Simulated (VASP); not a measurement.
Consider the following.

```
TaZn2
1.0
    0.00000     3.71168     3.71168
    3.71168     0.00000     3.71168
    3.71168     3.71168     0.00000
Zn Ta
4 2
Direct
  0.12500   0.12500   0.12500
  0.62500   0.12500   0.12500
  0.12500   0.62500   0.12500
  0.12500   0.12500   0.62500
  0.75000   0.75000   0.75000
  0.50000   0.50000   0.50000
```

All values below come from PBE GGA, VASP's PBE PAW potentials (set 64) (plane waves; VASP 6.6.1). Numerical set-up: 300 eV cut-off, 5×5×5 Γ-centred mesh, Fermi-Dirac smearing of 0.10 eV, potentials Zn Ta_pv.

At this cut-off the stress carries a Pulay error, which pulls relaxed volumes low.

**Question.** Give the stress tensor in GPa (positive for a compressed cell).

**Answer.** 
```
-14.93    0.00    0.00
  0.00  -14.93    0.00
  0.00    0.00  -14.93
```
The pressure is its mean diagonal, -14.93 GPa.

The structure was generated: TaZn2 was put into an ordered model structure, which need not be its known phase. The cell was not relaxed at this level.
